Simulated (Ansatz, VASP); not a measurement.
Two plane-wave programs on ScNb2O3

```
CELL_PARAMETERS angstrom
5.51550 0.00000 0.00000
-2.75775 4.77656 0.00000
0.00000 0.00000 3.84877
ATOMIC_POSITIONS crystal
Sc 0.00000 0.00000 0.50000
Nb 0.33333 0.66667 0.50000
Nb 0.66667 0.33333 0.50000
O 0.33333 0.66667 0.00000
O 0.66667 0.33333 0.00000
O 0.00000 0.00000 0.00000
```

Alike in both runs: functional PBE; k mesh 6 × 6 × 4; occupations gaussian, width 0.1 eV; no spin polarisation.

Ansatz relaxed the structure, and its values are those at the end. VASP's run is a single point on that final structure, the one shown.

|  | VASP | Ansatz |
| --- | --- | --- |
| version | VASP 6.6.1 | Ansatz 0.2.0 |
| potentials or method | VASP PAW PBE potentials, release 64 (Sc_sv, Nb_sv, O) | scalar-relativistic, plane waves, PAW |
| plane-wave cutoff (eV) | 520 | 420 |
| valence electrons in the cell | 55 | 55 |

|  | VASP | Ansatz | Ansatz less VASP |
| --- | --- | --- | --- |
| gap on the k mesh at the Fermi level (eV) | none | none | - |
| pressure (GPa) | 0.1 | 0.1 | -0.04 |

A gap of «none» marks a metal or a gap that the smearing closes. The functional is the same, so the differences come from potentials, cutoffs and numerics.

Caveats: the k mesh is coarse (spacing up to 0.41 Å⁻¹), so the values aren't converged; an odd number of electrons without spin polarisation forces a metal; a magnetic or distorted state may lie lower.
